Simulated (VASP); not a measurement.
Method: MS2 meta-GGA, VASP's PBE PAW potentials (set 64) (plane waves; VASP).

VASP input:

POSCAR:
```
MgS
1
    0.0000000000     2.6403289391     2.6403289391
    2.6403289391     0.0000000000     2.6403289391
    2.6403289391     2.6403289391     0.0000000000
Mg S
1 1
Direct
  0.0000000000   0.0000000000   0.0000000000
  0.5000000000   0.5000000000   0.5000000000
```

**INCAR**
```
ALGO = Normal
EDIFF = 1E-7
ENCUT = 520
ISIF = 2
ISMEAR = 0
LASPH = T
LCHARG = F
LMIXTAU = T
LREAL = F
LWAVE = F
METAGGA = MS2
NELM = 100
PREC = Accurate
SIGMA = 0.05
SYSTEM = MgS
```

**KPOINTS**
```
Automatic
0
Gamma
  9 9 9
0 0 0
```

POTCAR, in this order: Mg S (PBE.64 set). Program: vasp_std.

Question: What will the output report for the number of irreducible k-points (NKPTS), largest plane-wave count, number of space-group operations, FFT grid (NGX, NGY, NGZ)?

Answer: 
```json
{
 "number of irreducible k-points (NKPTS)": "35",
 "largest_plane_wave_count": "1002",
 "number_of_space_group_operations": "48",
 "FFT grid (NGX, NGY, NGZ)": "28 × 28 × 28"
}
```

The compound is MgS in the rock salt structure. This cell is one point of a volume scan, at 1.06 of the reference volume.
